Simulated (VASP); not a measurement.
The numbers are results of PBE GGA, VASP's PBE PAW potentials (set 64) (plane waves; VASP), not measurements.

The input files of a VASP run:

### INCAR
```
SYSTEM = Be2Zn2Se4
PREC = Accurate
ENCUT = 400
EDIFF = 1E-6
NELM = 100
ALGO = Normal
LREAL = .FALSE.
LASPH = .TRUE.
ISMEAR = 0
SIGMA = 0.05
GGA = PE
LMAXMIX = 4
LWAVE = .FALSE.
LCHARG = .FALSE.
IBRION = 2
ISIF = 3
NSW = 60
EDIFFG = -0.02
```

File KPOINTS:
```
Automatic
0
G
  4 4 4
0 0 0
```

**POSCAR**
```
Be2Zn2Se4
1.0
  5.4477290693   0.0000000000   0.0000000000
  0.0000000000   5.4477290693   0.0000000000
  0.0000000000   0.0000000000   5.4799751018
Zn Se Be
2 4 2
Cart
  0.0000000000   0.0000000000   0.0000000000
  2.7238645347   2.7238645347   0.0000000000
  1.3619322673   1.3619322673   1.5182002939
  4.0857968020   4.0857968020   1.5182002939
  4.0857968020   1.3619322673   3.9617748079
  1.3619322673   4.0857968020   3.9617748079
  2.7238645347   0.0000000000   2.7399875509
  0.0000000000   2.7238645347   2.7399875509
```

POTCAR, in this order: Zn Se Be (PBE.64 set). Program: vasp_std.

What will the output report for the number of irreducible k-points (NKPTS), largest plane-wave count, number of space-group operations, FFT grid (NGX, NGY, NGZ)?

```json
{
 "number of irreducible k-points (NKPTS)": "18",
 "largest_plane_wave_count": "3016",
 "number_of_space_group_operations": "8",
 "FFT grid (NGX, NGY, NGZ)": "36 × 36 × 36"
}
```

The structure was generated: Be2Zn2Se4 was put into an ordered model structure (P-4m2), which need not be its known phase. This run relaxes it. Symmetry was kept, so distortions that lower it aren't found. The start is the result of an earlier pass.
